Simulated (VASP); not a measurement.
Given:

```yaml
crystal:
  lattice:
    - [1.80603, -3.12814, 0.00000]
    - [1.80603, 3.12814, 0.00000]
    - [0.00000, 0.00000, 5.82086]
  atoms:
    - { symbol: Hf, position: [0.00000, 0.00000, 0.00000] }
    - { symbol: S, position: [0.33333, 0.66667, 0.24892] }
    - { symbol: S, position: [0.66667, 0.33333, 0.75108] }
```

The numbers are results of PBE GGA with D4 dispersion, VASP's PBE PAW potentials (set 64) (plane waves; VASP), not measurements. Settings: 520 eV cut-off, 8×8×5 Γ-centred mesh, tetrahedra with Blöchl corrections, potentials Hf_pv S.

Task: What does the run give for the energy per atom (σ→0)?

Result: 
```
Item                           Result
---------------------  --------------
energy per atom (σ→0)  -7.902 eV/atom
```

The absolute energy has meaning only against runs of the same code, potentials and settings.

The compound is HfS2 in the 1T layered structure. It was relaxed first.
